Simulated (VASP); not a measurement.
# LiSi16 (a cell with a defect) in VASP: single point with r2SCAN

Aim: the single point of LiSi16 (a cell with a defect) with r2SCAN.

Program: VASP 6.6.1. These are calculated values, not measurements. Logs are shortened: lines on timing, memory, paths and dates and some standing lists are left out, and cuts for length are marked.

**1. Starting point**

The cell holds a defect, 17 atoms: a = 7.699 Å, b = 7.699 Å, c = 7.699 Å, α = 60.00°, β = 60.00°, γ = 60.00°.

**2. Single point, r2SCAN**

Input file POSCAR:

```
LiSi16
1.0
    0.0000000000      5.4437023800     -5.4437023800
    5.4437023800      5.4437023800      0.0000000000
    5.4437023800      0.0000000000     -5.4437023800
Si Li
16 1
Direct
    0.1258421112      0.1225926683      0.1258193325
    0.1277826103      0.6206199869      0.1278103488
    0.6237781317      0.1246885764      0.1277785690
    0.6237706000      0.6205771852      0.1277712210
    0.1277617606      0.1246980369      0.6237785909
    0.1277547800      0.6205849924      0.6237706919
    0.6237503014      0.1246537655      0.6237405653
    0.6256528668      0.6227037710      0.6257088948
    0.2499964004      0.7499954470      0.2499962167
    0.2500036565      0.2468442259      0.2500038402
    0.7484622993      0.7453473237      0.2576560771
    0.7532458084      0.2468040878      0.2499684783
    0.2576036312      0.7453606419      0.7484888437
    0.2499777550      0.2468113439      0.7532227543
    0.7484133436      0.7452902853      0.7484245492
    0.7484258351      0.2546446156      0.7484375918
   -0.1243945669     -0.1272690812     -0.1243265985
```

Input file INCAR.step1:

```
SYSTEM = LiSi16
  PREC = Accurate
  ENCUT = 520
  ISMEAR = 0
  SIGMA = 0.02
  LREAL = Auto
  LASPH = .True.
  NELM = 100
  NBANDS = 48
  NELECT = 66.0
  GGA = PE
  ALGO = Normal
  EDIFF = 1E-4
  LWAVE = .True.
  LCHARG = .False.
```

Input file INCAR.step2:

```
SYSTEM = LiSi16
  PREC = Accurate
  ENCUT = 520
  EDIFF = 1E-6
  ISMEAR = 0
  SIGMA = 0.02
  LREAL = Auto
  LASPH = .True.
  NELM = 100
  ALGO = Normal
  ISIF = 2
  LWAVE = .False.
  LCHARG = .True.
  METAGGA = R2SCAN
  LMIXTAU = .True.
  LELF = .True.
  LVHAR = .True.
  NBANDS = 48
  NELECT = 66.0
  ISTART = 1
```

Input file KPOINTS:

```
regular mesh
0
Gamma
  2 2 2
  0 0 0
```

Potentials or basis: VASP PAW PBE potentials, release 64 (Si, Li_sv).

Started as:

```console
cat potpaw_PBE.64/Si/POTCAR potpaw_PBE.64/Li_sv/POTCAR > POTCAR
cp INCAR.step1 INCAR
mpirun -np 1 vasp_std > vasp.out
cp INCAR.step2 INCAR
mpirun -np 1 vasp_std > vasp.out
```

OUTCAR:

```text
SYSTEM = LiSi16
   PREC = Accurate
   ENCUT = 520
   EDIFF = 1E-6
   ISMEAR = 0
   LREAL = Auto
   LASPH = .True.
   NELM = 100
   ISIF = 2
   METAGGA = R2SCAN
   NELECT = 66.0
   ISTART = 1

 ion  position               nearest neighbor table
   1  0.126  0.123  0.126-  12 2.34  14 2.34   9 2.34  10 2.34
   2  0.128  0.621  0.128-   9 2.35  10 2.35  11 2.38  13 2.38  17 2.75
   3  0.624  0.125  0.128-  12 2.35  10 2.35  11 2.38  16 2.38  17 2.74
   4  0.624  0.621  0.128-  12 2.35   9 2.35  11 2.38  15 2.38  17 2.74
   5  0.128  0.125  0.624-  14 2.35  10 2.35  16 2.38  13 2.38  17 2.74
   6  0.128  0.621  0.624-  14 2.35   9 2.35  13 2.38  15 2.38  17 2.74
   7  0.624  0.125  0.624-  12 2.35  14 2.35  16 2.38  15 2.38  17 2.74
   8  0.626  0.623  0.626-  13 2.31  11 2.31  16 2.31  15 2.31
   9  0.250  0.750  0.250-   1 2.34   4 2.35   6 2.35   2 2.35
  10  0.250  0.247  0.250-   1 2.34   3 2.35   5 2.35   2 2.35
  11  0.748  0.745  0.258-   8 2.31   2 2.38   3 2.38   4 2.38  17 2.40
  12  0.753  0.247  0.250-   1 2.34   7 2.35   3 2.35   4 2.35
  13  0.258  0.745  0.748-   8 2.31   2 2.38   5 2.38   6 2.38  17 2.40
  14  0.250  0.247  0.753-   1 2.34   7 2.35   5 2.35   6 2.35
  15  0.748  0.745  0.748-   8 2.31   6 2.38   4 2.38   7 2.38  17 2.40
  16  0.748  0.255  0.748-   8 2.31   5 2.38   3 2.38   7 2.38  17 2.40
  17  0.876  0.873  0.876-  15 2.40  16 2.40  11 2.40  13 2.40   7 2.74   4 2.74   6 2.74   3 2.74
                             5 2.74   2 2.75

  LATTYP: Found a face centered cubic cell.
 ALAT       =    10.8874047600

  Lattice vectors:

 A1 = (   0.0000000000,   5.4437023800,  -5.4437023800)
 A2 = (   5.4437023800,   5.4437023800,   0.0000000000)
 A3 = (   5.4437023800,   0.0000000000,  -5.4437023800)

Analysis of symmetry for initial positions (statically):
=====================================================================
 Subroutine PRICEL returns:
 Original cell was already a primitive cell.

 Routine SETGRP: Setting up the symmetry group for a
 face centered cubic supercell.

 Subroutine GETGRP returns: Found  1 space group operations
 (whereof  1 operations were pure point group operations)
 out of a pool of 48 trial point group operations.

The static configuration has the point symmetry C_1 .

Analysis of symmetry for dynamics (positions and initial velocities):
=====================================================================
 Subroutine PRICEL returns:
 Original cell was already a primitive cell.

 Routine SETGRP: Setting up the symmetry group for a
 face centered cubic supercell.

 Subroutine GETGRP returns: Found  1 space group operations
 (whereof  1 operations were pure point group operations)
 out of a pool of 48 trial point group operations.

The dynamic configuration has the point symmetry C_1 .

 Subroutine INISYM returns: Found  1 space group operations
 (whereof  1 operations are pure point group operations),
 and found     1 'primitive' translations

----------------------------------------------------------------------------------------

                                     Primitive cell

  volume of cell :     322.6362

  direct lattice vectors                    reciprocal lattice vectors
     0.000000000  5.443702380 -5.443702380    -0.091849254  0.091849254 -0.091849254
     5.443702380  5.443702380  0.000000000     0.091849254  0.091849254  0.091849254
     5.443702380  0.000000000 -5.443702380     0.091849254 -0.091849254 -0.091849254

  length of vectors
     7.698557735  7.698557735  7.698557735     0.159087574  0.159087574  0.159087574

  position of ions in fractional coordinates (direct lattice)
     0.125842111  0.122592668  0.125819333
     0.127782610  0.620619987  0.127810349
     0.623778132  0.124688576  0.127778569
     0.623770600  0.620577185  0.127771221
     0.127761761  0.124698037  0.623778591
     0.127754780  0.620584992  0.623770692
[... 9 lines left out ...]
     0.748425835  0.254644616  0.748437592
     0.875605433  0.872730919  0.875673402

  ion indices of the primitive-cell ions
   primitive index   ion index
                 1           1
                 2           2
                 3           3
                 4           4
                 5           5
                 6           6
[... 9 lines left out ...]
                16          16
                17          17

----------------------------------------------------------------------------------------

 KPOINTS: regular mesh

Automatic generation of k-mesh.
 Grid dimensions read from file:
 generate k-points for:    2    2    2

 Generating k-lattice:

  Cartesian coordinates                     Fractional coordinates (reciprocal lattice)
    -0.045924627  0.045924627 -0.045924627     0.500000000  0.000000000  0.000000000
     0.045924627  0.045924627  0.045924627     0.000000000  0.500000000  0.000000000
     0.045924627 -0.045924627 -0.045924627     0.000000000  0.000000000  0.500000000

  Length of vectors
     0.079543787  0.079543787  0.079543787

  Shift w.r.t. Gamma in fractional coordinates (k-lattice)
     0.000000000  0.000000000  0.000000000

 Subroutine IBZKPT returns following result:
 ===========================================

 Found      8 irreducible k-points:

 Following reciprocal coordinates:
            Coordinates               Weight
  0.000000  0.000000  0.000000      1.000000
  0.500000  0.000000  0.000000      1.000000
  0.000000  0.500000  0.000000      1.000000
  0.000000  0.000000  0.500000      1.000000
  0.500000  0.500000  0.500000      1.000000
  0.500000  0.500000  0.000000      1.000000
  0.000000  0.500000  0.500000      1.000000
  0.500000  0.000000  0.500000      1.000000
   k-points           NKPTS =      8   k-points in BZ     NKDIM =      8   number of bands    NBANDS=     48
   number of dos      NEDOS =    301   number of ions     NIONS =     17
   total plane-waves  NPLWV = 216000
   dimension x,y,z NGX =    60 NGY =   60 NGZ =   60
   dimension x,y,z NGXF=   120 NGYF=  120 NGZF=  120
   ions per type =              16   1
   NGX,Y,Z   is equivalent  to a cutoff of  12.96, 12.96, 12.96 a.u.
   NGXF,Y,Z  is equivalent  to a cutoff of  25.91, 25.91, 25.91 a.u.
 SYSTEM =  LiSi16
   PREC   = accura    normal or accurate (medium, high low for compatibility)
   ISTART =      1    job   : 0-new  1-cont  2-samecut
   ICHARG =      0    charge: 1-file 2-atom 10-const
   ISPIN  =      1    spin polarized calculation?
   LNONCOLLINEAR =      F non collinear calculations
   LSORBIT =      F    spin-orbit coupling
   LASPH  =      T    aspherical Exc in radial PAW
   ENCUT  =  520.0 eV  38.22 Ry    6.18 a.u.  14.31 14.31 14.31*2*pi/ulx,y,z
   NELM   =    100;   NELMIN=  2; NELMDL=  0     # of ELM steps
   EDIFF  = 0.1E-05   stopping-criterion for ELM
   LREAL  =      T    real-space projection
   EDIFFG = 0.1E-04   stopping-criterion for IOM
   NSW    =      0    number of steps for IOM
   IBRION =     -1    ionic relax: 0-MD 1-quasi-New 2-CG
   NFREE  =      0    steps in history (QN), initial steepest desc. (CG)
   ISIF   =      2    stress and relaxation
   ISYM   =      2    0-nonsym 1-usesym 2-fastsym
   POTIM  = 0.5000    time-step for ionic-motion
   TEBEG  =    0.0;   TEEND  =   0.0 temperature during run
   PSTRESS=    0.0 pullay stress
   NELECT =      66.0000    total number of electrons
   NUPDOWN=      -1.0000    fix difference up-down
   EMIN   =  10.00;   EMAX   =-10.00  energy-range for DOS
   EFERMI =   0.00;   METHOD = LEGACY
   ISMEAR =     0;   SIGMA  =   0.02  broadening in eV -4-tet -1-fermi 0-gaus
   EFERMI_NEDOS =   21; number of points for ismear=-14 and -15
   IALGO  =     38    algorithm
   IMIX   =      4    mixing-type and parameters
     AMIX     =   0.40;   BMIX     =  1.00
     AMIX_MAG =   1.60;   BMIX_MAG =  1.00
  volume/ion in A,a.u.               =      18.98       128.07
  Fermi-wavevector in a.u.,A,eV,Ry     =   0.964610  1.822849 12.659847  0.930472
  Thomas-Fermi vector in A             =   2.094256
   LORBIT       =      0    0 simple, 1 ext, 2 COOP (PROOUT), +10 PAW based schemes
   METAGGA = R2SCAN    functional components
   LHFCALC =     F    Hartree Fock is set to
   AEXX    =    0.0000 exact exchange contribution
   IVDW    =     0    specifies the selected vdW correction
   LEPSILON=     F    determine dielectric tensor
   LRPA    =     F    only Hartree local field effects (RPA)
 non-spin polarized calculation
 Gauss-broadening in eV      SIGMA  =   0.02
  energy-cutoff  :      520.00
  volume of cell :      322.64
 maximum number of plane-waves:      8694
 NGX is ok and might be reduce to    60
   NGX = 29   NGY = 29   NGZ = 29

 number of electron      66.0000000 magnetization

 Free energy of the ion-electron system (eV)
  ---------------------------------------------------
  ext. energy  EPLUGINS =         0.00000000
  ---------------------------------------------------
  free energy    TOTEN  =      -147.76904301 eV

  energy without entropy =     -147.76904301  energy(sigma->0) =     -147.76904301

 E-fermi :   6.0655     XC(G=0):  -9.8662

 val. band max:        5.8736216944   @ k =   0.0000   0.0000   0.0000
 cond. band min:       6.7356489830   @ k =   0.0000   0.0000   0.0000
 fundamental gap:      0.8620272886
 Fermi energy:         6.0655389479

 k-point     1 :       0.0000    0.0000    0.0000
  band No.  band energies     occupation
      1     -42.1889      2.00000
      2      -6.6015      2.00000
      3      -4.2480      2.00000
      4      -4.1893      2.00000
      5      -4.1892      2.00000
      6      -4.1892      2.00000
[... 37 lines left out ...]
     44       8.3842      0.00000
     45       8.3847      0.00000

 k-point     2 :       0.5000    0.0000    0.0000
  band No.  band energies     occupation
      1     -42.1889      2.00000
      2      -5.8418      2.00000
      3      -5.7073      2.00000
      4      -3.9139      2.00000
      5      -3.8734      2.00000
      6      -3.8732      2.00000
[... 37 lines left out ...]
     44       9.7104      0.00000
     45       9.7106      0.00000

 k-point     3 :       0.0000    0.5000    0.0000
  band No.  band energies     occupation
      1     -42.1889      2.00000
      2      -5.8418      2.00000
      3      -5.7073      2.00000
      4      -3.9139      2.00000
      5      -3.8734      2.00000
      6      -3.8731      2.00000
[... 37 lines left out ...]
     44       9.7103      0.00000
     45       9.7105      0.00000

 k-point     4 :       0.0000    0.0000    0.5000
  band No.  band energies     occupation
      1     -42.1889      2.00000
      2      -5.8418      2.00000
      3      -5.7073      2.00000
      4      -3.9139      2.00000
      5      -3.8734      2.00000
      6      -3.8732      2.00000
[... 37 lines left out ...]
     44       9.7104      0.00000
     45       9.7106      0.00000

 k-point     5 :       0.5000    0.5000    0.5000
  band No.  band energies     occupation
      1     -42.1889      2.00000
      2      -5.8419      2.00000
      3      -5.7072      2.00000
      4      -3.9138      2.00000
      5      -3.8734      2.00000
      6      -3.8731      2.00000
[... 37 lines left out ...]
     44       9.7103      0.00000
     45       9.7105      0.00000

 k-point     6 :       0.5000    0.5000    0.0000
  band No.  band energies     occupation
      1     -42.1889      2.00000
      2      -5.5354      2.00000
      3      -5.4452      2.00000
      4      -4.5098      2.00000
      5      -4.4816      2.00000
      6      -4.4816      2.00000
[... 37 lines left out ...]
     44      10.4897      0.00000
     45      10.5734      0.00000

 k-point     7 :       0.0000    0.5000    0.5000
  band No.  band energies     occupation
      1     -42.1889      2.00000
      2      -5.5354      2.00000
      3      -5.4452      2.00000
      4      -4.5098      2.00000
      5      -4.4816      2.00000
      6      -4.4816      2.00000
[... 37 lines left out ...]
     44      10.4897      0.00000
     45      10.5735      0.00000

 k-point     8 :       0.5000    0.0000    0.5000
  band No.  band energies     occupation
      1     -42.1889      2.00000
      2      -5.5354      2.00000
      3      -5.4452      2.00000
      4      -4.5098      2.00000
      5      -4.4816      2.00000
      6      -4.4816      2.00000
[... 37 lines left out ...]
     44      10.4897      0.00000
     45      10.5735      0.00000
 [bands above 45 left out]

------------------------ aborting loop because EDIFF is reached ----------------------------------------

  FORCE on cell =-STRESS in cart. coord.  units (eV):
  Direction    XX          YY          ZZ          XY          YZ          ZX
  --------------------------------------------------------------------------------------
  -------------------------------------------------------------------------------------
  Total       -5.5948487     -5.5953405     -5.5923346      0.0069224      0.0099404      0.0106254
  in kB      -27.7834272    -27.7858694    -27.7709422      0.0343757      0.0493628      0.0527648
  external PRESSURE =     -27.7800796 kB  Pullay stress =       0.0000000 kB

 VOLUME and BASIS-vectors are now :
 -----------------------------------------------------------------------------
  energy-cutoff  :      520.00
  volume of cell :      322.64
      direct lattice vectors                 reciprocal lattice vectors
     0.000000000  5.443702380 -5.443702380    -0.091849254  0.091849254 -0.091849254
     5.443702380  5.443702380  0.000000000     0.091849254  0.091849254  0.091849254
     5.443702380  0.000000000 -5.443702380     0.091849254 -0.091849254 -0.091849254

 POSITION                                       TOTAL-FORCE (eV/Angst)
 -----------------------------------------------------------------------------------
      1.35228      1.35241     -1.36997         0.002399      0.002416      0.003010
      4.07423      4.07408     -1.39137         0.002011      0.002298      0.004108
      1.37436      4.07443     -4.09125        -0.000207      0.001410      0.001767
      4.07379      6.77386     -4.09117         0.001812      0.004184      0.001971
      4.07448      1.37432     -4.09116         0.001293     -0.000185      0.001614
      6.77390      4.07374     -4.09108         0.004173      0.001908      0.001816
[... 9 lines left out ...]
      5.46048      5.46042     -8.14848        -0.001818     -0.001790     -0.000498
      9.51779      9.51742     -9.53344        -0.027516     -0.028628     -0.029522
 -----------------------------------------------------------------------------------
    total drift:                               -0.032101     -0.033526     -0.028595

  FREE ENERGIE OF THE ION-ELECTRON SYSTEM (eV)
  ---------------------------------------------------
  free  energy   TOTEN  =      -147.7690430144 eV

  energy  without entropy=     -147.7690430144  energy(sigma->0) =     -147.76904301
```

Wall time 9.2 min (1 thread of Intel Xeon Platinum 8488C (Sapphire Rapids), shared host); peak memory 0.56 GiB.

Results:

```
Free energy            : -147.7690 eV
Largest force          : 0.049 eV/Å
Band gap on the k mesh : 0.86 eV, direct
```

Forces on the atoms (eV/Å):
```
Si   0.002  0.002  0.003
Si   0.002  0.002  0.004
Si   0.000  0.001  0.002
Si   0.002  0.004  0.002
Si   0.001  0.000  0.002
Si   0.004  0.002  0.002
Si   0.002  0.002  0.000
Si   0.003  0.003  0.001
Si   0.002  0.002  0.002
Si   0.002  0.002  0.002
Si   0.002  0.001  0.002
Si   0.003  0.001  0.003
Si   0.001  0.002  0.002
Si   0.001  0.003  0.003
Si   0.001  0.001  0.002
Si  -0.002 -0.002  0.000
Li  -0.028 -0.029 -0.030
```

Levels at points of the mesh, in eV from the valence-band top:
```tsv
k point	band 30	band 31	band 32	band 33	band 34	band 35	band 36	band 37
(0.00, 0.00, 0.00)	-1.19	0.00	0.00	0.00	0.86	0.86	0.86	0.93
(0.50, 0.00, 0.00)	-0.86	-0.86	-0.76	-0.76	1.45	1.64	1.64	1.84
(0.00, 0.50, 0.00)	-0.86	-0.86	-0.76	-0.76	1.45	1.64	1.64	1.84
(0.00, 0.00, 0.50)	-0.86	-0.86	-0.76	-0.76	1.45	1.64	1.64	1.84
(0.50, 0.50, 0.50)	-0.86	-0.86	-0.76	-0.76	1.45	1.64	1.64	1.84
(0.50, 0.50, 0.00)	-1.43	-1.43	-1.39	-1.34	1.27	1.35	2.48	2.59
(0.00, 0.50, 0.50)	-1.43	-1.43	-1.39	-1.34	1.27	1.35	2.48	2.59
(0.50, 0.00, 0.50)	-1.43	-1.43	-1.39	-1.34	1.27	1.35	2.48	2.59
```

Caveat: the k mesh is coarse (spacing up to 0.50 Å⁻¹), so the values aren't converged; the cell carries a net charge on a neutralising background, which shifts energy and pressure; the cell is charged against a uniform background, so pressure and absolute levels hang on convention; the cutoff is under 1.25 times the usual one of these potentials, so pressure, stress and relaxed cells hold a basis-set (Pulay) error; the PAW data sets were made with another functional, which shifts forces and pressure a little.
